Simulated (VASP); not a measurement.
## MgCdSeS: structure and properties in VASP

Aim: relax MgCdSeS, then compute properties on the relaxed cell. The steps: rough relaxation of the start cell, relaxing cell and atoms (PBE + D3(BJ)), density, ELF and potential (PBE + D3(BJ)), bands along the symmetry lines (PBE + D3(BJ)), density of states (PBE + D3(BJ)), band structure (PBE + D3(BJ) + SOC), vibrations at Γ (PBE + D3(BJ)), elastic tensor by finite strains (PBE + D3(BJ)), response to an electric field (PBE + D3(BJ)) and total and projected DOS (PBE + D3(BJ)), changed input. The cell is invented: it takes the structure of a Materials Project entry for ZnCdSeS (space group 156 there), with some of its atoms replaced by other elements, volume scaled by an estimate. It may not be a known or stable phase.

Program: VASP 6.6.1. Level of theory: PBE with D3(BJ); plane waves and PAW (Cd, Se, S, Mg), in the first sound run; inputs show where later runs differ. Results are calculated unless marked as measured.

## Step 1: The starting structure

Before any relaxation, the start is as follows. It takes space group P3m1 (No. 156, trigonal). Conventional cell: a = 4.123 Å, b = 4.123 Å, c = 6.854 Å, α = 90.00°, β = 90.00°, γ = 120.00°. Nearest to Cd lie 1 S at 2.57 Å and 3 Se at 2.63 Å. Nearest to Se lie 1 Mg at 2.50 Å and 3 Cd at 2.63 Å. S has 3 Mg at 2.47 Å and 1 Cd at 2.57 Å nearest. Mg has 3 S at 2.47 Å and 1 Se at 2.50 Å nearest. It derives from ZnCdSeS. it takes the structure of a Materials Project entry for ZnCdSeS (space group 156 there), with some of its atoms replaced by other elements, volume scaled by an estimate. Farther neighbours and most contacts between anions are not listed.

## Step 2: Rough relaxation of the start cell

The start is only an estimate, so a cheap relaxation brings it near a minimum before any careful run. PBE, the usual starting point, adds the gradient of the density. A dispersion term adds the long-range attraction that semilocal functionals lack. D3 with Becke-Johnson damping keeps a finite attraction at short range.

File INCAR:

```
SYSTEM = MgCdSeS
PREC = Normal
ENCUT = 400
EDIFF = 1E-05
NELM = 60
ISMEAR = -1
SIGMA = 0.05
LREAL = .FALSE.
ALGO = Fast
GGA = PE
IVDW = 12
NBANDS = 19
LORBIT = 11
LWAVE = .FALSE.
LCHARG = .FALSE.
KPAR = 2
IBRION = 2
NSW = 40
ISIF = 3
EDIFFG = -0.04
```

File POSCAR:

```
MgCdSeS
1.0
    4.1231710000      0.0000000000      0.0000000000
   -2.0615860000      3.5707710000      0.0000000000
    0.0000000000      0.0000000000      6.8536610000
Cd Se S Mg
1 1 1 1
Direct
    0.0000000000      0.0000000000      0.5169700000
    0.3333333300      0.6666666700      0.3535650000
    0.0000000000      0.0000000000      0.8919620000
    0.3333333300      0.6666666700      0.9895030000
```

File KPOINTS:

```
Automatic mesh
0
Gamma
5 5 3
0 0 0
```

Potentials, in the order of the species: Cd, Se, S and Mg (PBE family, release 64).

Run with:

```sh
$ mpirun -np 2 vasp_std
```

Output:

```text
[banner, memory and clock lines left out]
running    2 mpi-ranks, on    1 nodes
 distrk:  each k-point on    1 cores,    2 groups
 distr:  one band on    1 cores,    1 groups

 POSCAR found type information on POSCAR CdSeS Mg
 POSCAR found :  4 types and       4 ions
 LDA part: xc-table for (Slater+PW92), standard interpolation
 POSCAR, INCAR and KPOINTS ok, starting setup
 FFT: planning ... GRIDC
 FFT: planning ... GRID_SOFT
 FFT: planning ... GRID
 WAVECAR not read
 entering main loop
       N       E                     dE             d eps       ncg     rms          rms(c)
DAV:   1     0.118919469494E+03    0.11892E+03   -0.99012E+03   456   0.949E+02
DAV:   2    -0.755197628340E+01   -0.12647E+03   -0.12324E+03   535   0.237E+02
DAV:   3    -0.146542986827E+02   -0.71023E+01   -0.70777E+01   540   0.558E+01
DAV:   4    -0.147181152450E+02   -0.63817E-01   -0.63795E-01   597   0.532E+00
DAV:   5    -0.147187150410E+02   -0.59980E-03   -0.59977E-03   536   0.507E-01    0.753E+00
RMM:   6    -0.137711235749E+02    0.94759E+00   -0.17040E+00   456   0.655E+00    0.628E+00
RMM:   7    -0.137271278695E+02    0.43996E-01   -0.65104E-01   456   0.358E+00    0.286E+00
RMM:   8    -0.137292330240E+02   -0.21052E-02   -0.31043E-02   456   0.108E+00    0.113E+00
RMM:   9    -0.137320529705E+02   -0.28199E-02   -0.73695E-03   456   0.665E-01    0.310E-01
RMM:  10    -0.137319489119E+02    0.10406E-03   -0.13283E-03   459   0.252E-01    0.130E-01
RMM:  11    -0.137322715129E+02   -0.32260E-03   -0.80105E-04   456   0.178E-01    0.707E-02
RMM:  12    -0.137322701359E+02    0.13770E-05   -0.12724E-04   451   0.786E-02    0.392E-02
RMM:  13    -0.137322772431E+02   -0.71073E-05   -0.34759E-05   367   0.393E-02
   1 F= -.14917767E+02 E0= -.14917767E+02  d E =-.149178E+02
 curvature:   0.00 expect dE= 0.000E+00 dE for cont linesearch  0.000E+00
 trial: gam= 0.00000 g(F)=  0.258E-01 g(S)=  0.801E-04 ort = 0.000E+00 (trialstep = 0.100E+01)
 search vector abs. value=  0.258E-01
 bond charge predicted
       N       E                     dE             d eps       ncg     rms          rms(c)
DAV:   1    -0.137459861649E+02   -0.13716E-01   -0.10151E+00   498   0.517E+00    0.435E-01
RMM:   2    -0.137487770612E+02   -0.27909E-02   -0.40012E-02   456   0.113E+00    0.178E-01
RMM:   3    -0.137489712187E+02   -0.19416E-03   -0.41480E-03   456   0.409E-01    0.110E-01
RMM:   4    -0.137489756520E+02   -0.44333E-05   -0.75193E-04   456   0.172E-01    0.446E-02
RMM:   5    -0.137489897491E+02   -0.14097E-04   -0.14790E-04   398   0.761E-02    0.155E-02
RMM:   6    -0.137489927235E+02   -0.29744E-05   -0.37985E-05   365   0.359E-02
   2 F= -.14935962E+02 E0= -.14935962E+02  d E =-.181942E-01
[...]
3 F= -.14940059E+02 E0= -.14940059E+02  d E =-.222920E-01
[...]
4 F= -.14941783E+02 E0= -.14941782E+02  d E =-.172301E-02
[...]
5 F= -.14941783E+02 E0= -.14941783E+02  d E =-.172307E-02
[...]
6 F= -.14942513E+02 E0= -.14942513E+02  d E =-.730505E-03
 trial-energy change:   -0.000731  1 .order   -0.000731   -0.000932   -0.000529
 step:   2.7085(harm=  2.7085)  dis= 0.00738  next Energy=   -14.942860 (dE=-0.108E-02)
 bond charge predicted
       N       E                     dE             d eps       ncg     rms          rms(c)
DAV:   1    -0.137619949297E+02   -0.68596E-03   -0.55730E-01   471   0.443E+00    0.210E-01
RMM:   2    -0.137611622515E+02    0.83268E-03   -0.45063E-03   456   0.513E-01    0.112E-01
RMM:   3    -0.137607797882E+02    0.38246E-03   -0.11722E-03   456   0.223E-01    0.512E-02
RMM:   4    -0.137607405748E+02    0.39213E-04   -0.21207E-04   457   0.989E-02    0.236E-02
RMM:   5    -0.137607394079E+02    0.11669E-05   -0.27464E-05   339   0.373E-02
   7 F= -.14942960E+02 E0= -.14942960E+02  d E =-.117715E-02
 curvature:  -1.82 expect dE=-0.243E-03 dE for cont linesearch -0.772E-05
 trial: gam= 0.03857 g(F)=  0.108E-03 g(S)=  0.259E-04 ort = 0.674E-04 (trialstep = 0.148E+01)
 search vector abs. value=  0.141E-03
 reached required accuracy - stopping structural energy minimisation
```

Elapsed: 24 s, on 2 MPI ranks of AMD EPYC 7R43, shared host; peak memory 0.25 GiB; 45 s of CPU time.

The logs omit lines about the potential files and the build; timing stands in the text.

OUTCAR, selected parts (step 2):

```text
ion  position               nearest neighbor table
   1  0.000  0.000  0.517-   3 2.57   2 2.63   2 2.63   2 2.63
   2  0.333  0.667  0.354-   4 2.50   1 2.63   1 2.63   1 2.63
   3  0.000  0.000  0.892-   4 2.47   4 2.47   4 2.47   1 2.57
   4  0.333  0.667  0.990-   3 2.47   3 2.47   3 2.47   2 2.50

  LATTYP: Found a hexagonal cell.
 ALAT       =     4.1231710000
 C/A-ratio  =     1.6622305987

 Subroutine GETGRP returns: Found  6 space group operations
 (whereof  6 operations were pure point group operations)

The static configuration has the point symmetry C_3v.

 Found     12 irreducible k-points:

   k-points           NKPTS =     12   k-points in BZ     NKDIM =     12   number of bands    NBANDS=     19

   dimension x,y,z NGX =    20 NGY =   20 NGZ =   36
   dimension x,y,z NGXF=    40 NGYF=   40 NGZF=   72

   ENCUT  =  400.0 eV  29.40 Ry    5.42 a.u.   6.72  6.72 11.18*2*pi/ulx,y,z

   NELECT =      26.0000    total number of electrons

 k-points in reciprocal lattice and weights: Automatic mesh
   0.00000000  0.00000000  0.00000000       0.013
   0.20000000  0.00000000  0.00000000       0.080
   0.40000000  0.00000000  0.00000000       0.080
   0.20000000  0.20000000  0.00000000       0.080
   0.40000000  0.20000000  0.00000000       0.080
   0.00000000  0.00000000  0.33333333       0.027
   0.20000000  0.00000000  0.33333333       0.080
   0.00000000  0.20000000  0.33333333       0.080
   0.40000000  0.00000000  0.33333333       0.080
   0.00000000  0.40000000  0.33333333       0.080
   0.20000000  0.20000000  0.33333333       0.160
   0.40000000  0.20000000  0.33333333       0.160

 Edisp (eV)   -1.18120

 average (electrostatic) potential at core
       1 -39.2716       2 -55.5654       3 -88.9979       4 -39.4915

 E-fermi :   2.3222

 k-point     1 :       0.0000    0.0000    0.0000
  band No.  band energies     occupation
    ...
      9      -0.0803      2.00000
     10      -0.0803      2.00000
     11       0.9916      2.00000
     12       1.5634      2.00000
     13       1.5634      2.00000
     14       3.0226      0.00000
     15       4.7303      0.00000
     16       7.7937      0.00000
     17       7.7938      0.00000
     18       7.9825      0.00000
    ...

 k-point     2 :       0.2000    0.0000    0.0000
  band No.  band energies     occupation
    ...
      9      -0.9959      2.00000
     10      -0.2893      2.00000
     11      -0.0845      2.00000
     12       0.8435      2.00000
     13       1.2537      2.00000
     14       4.3550      0.00000
     15       5.6074      0.00000
     16       7.1487      0.00000
     17       7.6078      0.00000
     18       8.2499      0.00000
    ...

 k-point     3 :       0.4000    0.0000    0.0000
  band No.  band energies     occupation
    ...
      9      -1.8052      2.00000
     10      -1.3330      2.00000
     11      -0.6018      2.00000
     12       0.1205      2.00000
     13       0.8225      2.00000
     14       5.1391      0.00000
     15       5.3196      0.00000
     16       6.3273      0.00000
     17       8.0012      0.00000
     18       8.0892      0.00000
    ...

 Edisp (eV)   -1.18222

  Total       0.00702     0.00702     0.04530    -0.00000     0.00000    -0.00000
  in kB       0.11123     0.11123     0.71799    -0.00000     0.00000    -0.00000
  external pressure =        0.31 kB  Pullay stress =        0.00 kB

  energy-cutoff  :      400.00
  volume of cell :      101.10
      direct lattice vectors                 reciprocal lattice vectors
     4.147921605 -0.000000003 -0.000000000     0.241084595  0.139190283  0.000000000
    -2.073961309  3.592205658  0.000000000     0.000000000  0.278380498  0.000000000
    -0.000000000  0.000000000  6.784859608     0.000000000  0.000000000  0.147386985

 POSITION                                       TOTAL-FORCE (eV/Angst)
 -----------------------------------------------------------------------------------
     -0.00000      0.00000      3.49945         0.000000     -0.000000     -0.002630
     -0.00000      2.39480      2.45876        -0.000000     -0.000000      0.001734
     -0.00000      0.00000      6.03165        -0.000000      0.000000      0.033799
     -0.00000      2.39480      6.68206         0.000000      0.000000     -0.032903
 -----------------------------------------------------------------------------------
    total drift:                                0.000012     -0.000003     -0.002003

  FREE ENERGIE OF THE ION-ELECTRON SYSTEM (eV)
  ---------------------------------------------------
  free  energy   TOTEN  =       -14.9429597231 eV

  energy  without entropy=      -14.9429596883  energy(sigma->0) =      -14.94295971

 reached required accuracy - stopping structural energy minimisation

 total charge
# of ion       s       p       d       tot
------------------------------------------
    1        0.441   0.333   9.554  10.329
    2        1.438   2.447   0.020   3.906
    3        1.313   2.462   0.000   3.776
    4        0.161   0.135   0.035   0.331
--------------------------------------------------
tot          3.354   5.378   9.609  18.342

[... 3 further parts left out ...]
```

The gap is read on the k-mesh alone, so it is an upper bound where the band edges lie off the mesh. This relaxation is a rough one on cheap settings, only to bring the start near its minimum. The run keeps the 6 symmetry operations of its start, so it cannot find a distortion of lower symmetry.

Step by step:

| step | energy less that of the first step (eV) | largest force (eV/Å) | pressure (GPa) | volume (Å³) |
| --- | --- | --- | --- | --- |
| 1 | 0.0000 | 0.5769 | -0.06 | 100.91 |
| 2 | -0.0182 | 0.2395 | 0.08 | 100.77 |
| 3 | -0.0223 | 0.0181 | 0.21 | 100.67 |
| 4 | -0.0240 | 0.0832 | -0.04 | 101.19 |
| 5 | -0.0240 | 0.0906 | -0.08 | 101.24 |
| 6 | -0.0247 | 0.0527 | -0.04 | 101.18 |
| 7 | -0.0252 | 0.0338 | 0.03 | 101.10 |

| conventional cell, symmetrised | before | after | change |
| --- | --- | --- | --- |
| a (Å) | 4.123 | 4.148 | +0.6 % |
| b (Å) | 4.123 | 4.148 | +0.6 % |
| c (Å) | 6.854 | 6.785 | -1.0 % |
| volume (Å³/atom) | 25.23 | 25.27 | +0.2 % |

The atoms that moved most (Å, as changes of fractional coordinates times the final cell):

| atom | dx | dy | dz | length |
| --- | --- | --- | --- | --- |
| Se2 | 0.000 | 0.000 | 0.060 | 0.060 |
| Mg4 | 0.000 | 0.000 | -0.032 | 0.032 |
| S3 | 0.000 | 0.000 | -0.020 | 0.020 |
| Cd1 | 0.000 | 0.000 | -0.008 | 0.008 |

The relaxed structure:

```
Cd Se S Mg
1.0
     4.14792    0.00000    0.00000
    -2.07396    3.59221    0.00000
     0.00000    0.00000    6.78486
Cd Se S Mg
1 1 1 1
Direct
  0.00000 0.00000 0.51577
  0.33333 0.66667 0.36239
  0.00000 0.00000 0.88899
  0.33333 0.66667 0.98485
```

A gap read on the k-mesh alone can miss the band edges.

Numbers from this step:

```
electrons                       : 26
bands                           : 19
irreducible k-points            : 12
symmetry operations             : 6
free energy (TOTEN)             : -14.94 eV
Fermi energy                    : 2.322 eV
pressure                        : 0.03135 GPa
metallic                        : no
valence top at k                : 0, 0, 0
conduction bottom at k          : 0, 0, 0
least direct gap at k           : 0, 0, 0
SCF cycles over all ionic steps : 44
gap on the k-mesh               : 1.459 eV
least direct gap on the k-mesh  : 1.459 eV
```

It ends with a largest force of 0.034 eV/Å and a pressure of 0.03 GPa.

(Continued in part 2 of 8.)

[Lines on the potential files, build, host, timing and source positions are cut from VASP's logs without a mark.]

[Logs are printed without paths, hosts, clocks, repeated set-up lines and the standing remarks that a program may print on its own settings, such as how far it seeks lower states.]

[Hosts, paths, dates, database ids (printed as entryN), source tags and the programs' standing remarks are cut or masked in the printed files.]

[A measured line is paired with the nearest computed mode of its activity, which favours agreement.]
